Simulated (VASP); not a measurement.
Energy against volume of InP (zinc blende). Calculation: PBE GGA, VASP's PBE PAW potentials (set 64) (plane waves; VASP 6.6.1). Run with 520 eV cut-off, 8×8×8 Γ-centred mesh, Gaussian smearing of 0.050 eV, potentials In_d P.

| V (Å³/atom) | E (eV/atom) |
|---|---|
| 24.844 | -4.18271 |
| 25.637 | -4.19817 |
| 26.430 | -4.20310 |
| 27.222 | -4.19914 |

Q: Fit these four points and predict the energy of the run at 28.015 Å³/atom.

A: A cubic in V^(−2/3), the third-order Birch-Murnaghan form, passes through the four points with V0 = 26.45 Å³/atom and B0 = 60 GPa, and gives -4.1876 eV/atom there. The run gave -4.1877 eV/atom, -0.1 meV/atom from the fit; all five points give B0 = 59 GPa.

The compound is InP in the zinc blende structure. It was relaxed first.
